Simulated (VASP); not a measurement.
Here is the system:

```yaml
crystal:
  lattice:
    - [4.93711, 0.00000, 0.00000]
    - [0.00000, 4.93711, 0.00000]
    - [0.00000, 0.00000, 3.39385]
  atoms:
    - { symbol: Pb, position: [0.00000, 0.00000, 0.00000] }
    - { symbol: Pb, position: [0.50000, 0.50000, 0.50000] }
    - { symbol: O, position: [0.30734, 0.30734, 0.00000] }
    - { symbol: O, position: [0.80734, 0.19266, 0.50000] }
    - { symbol: O, position: [0.19266, 0.80734, 0.50000] }
    - { symbol: O, position: [0.69266, 0.69266, 0.00000] }
```

The numbers are results of LDA (Ceperley-Alder, Perdew-Zunger), VASP's LDA PAW potentials (set 64) (plane waves; VASP), not measurements. Settings: 620 eV cut-off, 5×5×7 Γ-centred mesh, Gaussian smearing of 0.050 eV, potentials Pb_d O.

### Question
What does the run give for the energy per atom (σ→0)?

### Answer

| Quantity | Value |
|---|---|
| energy per atom (σ→0) | -6111 meV/atom |

The absolute energy has meaning only against runs of the same code, potentials and settings.

The compound is PbO2 in the rutile structure. It was relaxed first.
